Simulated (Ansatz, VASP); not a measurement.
# One calculation of Li4Ru, two programs

INCAR

```
PREC = Accurate ; ENCUT = 520
EDIFF = 1E-6 ; ISMEAR = 0
SIGMA = 0.1 ; LREAL = False
LASPH = True ; NELM = 150
ALGO = Normal ; ISIF = 2
LWAVE = False ; LCHARG = False
ISPIN = 2 ; MAGMOM = 0 0 0 0 1
LORBIT = 11 ; LMAXMIX = 4
GGA = PE ; NBANDS = 25
```

File KPOINTS:

```
Automatic mesh
0
Gamma
  4 4 4
```

Contents of POSCAR:

```
Li4Ru
1.0
   -2.8928159791      2.8928159791      2.8928159791
    2.8928159791     -2.8928159791      2.8928159791
    2.8928159791      2.8928159791     -2.8928159791
Li Ru
4 1
Direct
    0.5000000000      0.5000000000      0.5000000000
    0.5000000000      0.0000000000      0.0000000000
    0.0000000000      0.0000000000      0.5000000000
    0.0000000000      0.5000000000      0.0000000000
    0.0000000000      0.0000000000      0.0000000000
```

Input for Ansatz:

```yaml
crystal:
  lattice:
    - [-2.8928159791, 2.8928159791, 2.8928159791]
    - [2.8928159791, -2.8928159791, 2.8928159791]
    - [2.8928159791, 2.8928159791, -2.8928159791]
  atoms:
    - { symbol: Li, position: [0.5, 0.5, 0.5] }
    - { symbol: Li, position: [0.5, 0.0, 0.0] }
    - { symbol: Li, position: [0.0, 0.0, 0.5] }
    - { symbol: Li, position: [0.0, 0.5, 0.0] }
    - { symbol: Ru, position: [0.0, 0.0, 0.0], spin: 1.0 }
basis:
  ecutwfc: 420
kpoints:
  mp_grid: { grid: [4, 4, 4] }
hamiltonian:
  xc: pbe
scf:
  occupations: { method: gaussian, width: 0.1 }
  lower_state_search: "off"
output:
  forces: true
  stress: true
  eigenvalues: true
  populations: true
magnetization:
  spin_polarized: true
```

Change from the starting cell: species swapped into the GeF4 type (I-43m, No. 217).

Alike in both runs: task single point; functional PBE; k mesh 4 × 4 × 4; occupations gaussian, width 0.1 eV; collinear spin.

```csv
,VASP,Ansatz
version,VASP 6.6.1,Ansatz 0.2.0
potentials or method,"VASP PAW PBE potentials, release 64 (Li_sv, Ru_pv)","scalar-relativistic, plane waves, PAW"
plane-wave cutoff (eV),520,420
valence electrons in the cell,26,28
```

```csv
,VASP,Ansatz,Ansatz less VASP
gap on the k mesh at the Fermi level (eV),none,none,-
net moment per atom (μB),0.04,0.04,0.000
size of the moment on the site where the two differ most (μB),0.35,0.32,-0.030
```

Site moments also hang on the region over which each program counts them. A gap of «none» marks a metal or a gap that the smearing closes. The two sets of potentials don't hold the same shells in valence.

Caveats: the k mesh is coarse (spacing up to 0.38 Å⁻¹), so the values aren't converged.
